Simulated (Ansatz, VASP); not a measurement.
# One calculation of ZrPbO4, two programs

```
Zr Pb O
1.0
     3.71468    0.00000    0.00000
     0.00000    3.71468    0.00000
     0.00000    0.00000    5.28628
Zr Pb O
1 1 4
Direct
  0.50000 0.50000 0.50000
  0.00000 0.00000 0.00000
  0.50000 0.00000 0.73884
  0.00000 0.50000 0.26116
  0.50000 0.00000 0.26116
  0.00000 0.50000 0.73884
```

Change from the starting cell: species swapped into the CePrO4 type (P4/mmm, No. 123).

Alike in both runs: functional PBE; k mesh 4 × 4 × 4; occupations gaussian, width 0.1 eV; no spin polarisation.

Ansatz relaxed the structure, and its values are those at the end. VASP's run is a single point on that final structure, the one shown.

```csv
,VASP,Ansatz
version,VASP 6.6.1,Ansatz 0.2.0
potentials or method,"VASP PAW PBE potentials, release 64 (Zr_sv, Pb_d, O)","scalar-relativistic, plane waves, PAW"
plane-wave cutoff (eV),520,420
valence electrons in the cell,50,50
```

|  | VASP | Ansatz | Ansatz less VASP |
| --- | --- | --- | --- |
| gap on the k mesh at the Fermi level (eV) | none | none | - |
| pressure (GPa) | -0.1 | -0.3 | -0.25 |

A gap of «none» marks a metal or a gap that the smearing closes.

Caveats: the k mesh is coarse (spacing up to 0.42 Å⁻¹), so the values aren't converged. Spin-orbit coupling is left out, which matters for the levels of Pb.
